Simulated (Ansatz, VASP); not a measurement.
**Ba2SrN2: VASP beside Ansatz**

```
Ba Sr N
1.0
    -2.22143    2.22143    7.12942
     2.22143   -2.22143    7.12942
     2.22143    2.22143   -7.12942
Ba Sr N
2 1 2
Direct
  0.34759 0.34759 0.00000
  0.65241 0.65241 0.00000
  0.00000 0.00000 0.00000
  0.13816 0.13816 0.00000
  0.86184 0.86184 0.00000
```

Alike in both runs: task single point; functional PBE; k mesh 6 × 6 × 6; occupations gaussian, width 0.1 eV; no spin polarisation.

```csv
,VASP,Ansatz
version,VASP 6.6.1,Ansatz 0.2.0
potentials or method,"VASP PAW PBE potentials, release 64 (Ba_sv, Sr_sv, N)","scalar-relativistic, plane waves, PAW"
plane-wave cutoff (eV),520,420
valence electrons in the cell,40,40
```

|  | VASP | Ansatz | Ansatz less VASP |
| --- | --- | --- | --- |
| gap on the k mesh at the Fermi level (eV) | none | none | - |
| pressure (GPa) | 4.2 | 3.5 | -0.74 |
| largest component of the traceless stress (GPa) | 12.88 | 12.30 | -0.586 |
| rms of the force components (eV/Å) | 1.660 | 1.594 | -0.0660 |

Atom by atom the forces differ by 0.072 eV/Å (rms over components). A gap of «none» marks a metal or a gap that the smearing closes.

Caveats: forces of over 1 eV/Å show positions far from the minimum, so gaps and moduli don't describe the material at rest. The runs have no spin-orbit coupling, so splittings on Ba are missing.
